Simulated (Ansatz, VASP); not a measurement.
**Two plane-wave programs on BeBPd3**

```
CELL_PARAMETERS angstrom
4.09081 0.00000 0.00000
0.00000 4.09081 0.00000
0.00000 0.00000 4.09081
ATOMIC_POSITIONS crystal
Be 0.50000 0.50000 0.50000
B 0.00000 0.00000 0.00000
Pd 0.50000 0.00000 0.00000
Pd 0.00000 0.50000 0.00000
Pd 0.00000 0.00000 0.50000
```

Alike in both runs: functional PBE; k mesh 10 × 10 × 10; occupations fermi-dirac, width 0.15 eV; no spin polarisation.

Ansatz relaxed the structure, and its values are those at the end. VASP's run is a single point on that final structure, the one shown.

|  | VASP | Ansatz |
| --- | --- | --- |
| version | VASP 6.6.1 | Ansatz 0.2.0 |
| potentials or method | VASP PAW PBE potentials, release 64 (Be, B, Pd) | scalar-relativistic, plane waves, PAW |
| plane-wave cutoff (eV) | 520 | 420 |
| valence electrons in the cell | 35 | 59 |

|  | VASP | Ansatz | Ansatz less VASP |
| --- | --- | --- | --- |
| gap on the k mesh at the Fermi level (eV) | none | none | - |
| pressure (GPa) | 0.0 | 0.0 | -0.05 |

A gap of «none» marks a metal or a gap that the smearing closes. The two sets of potentials don't hold the same shells in valence.
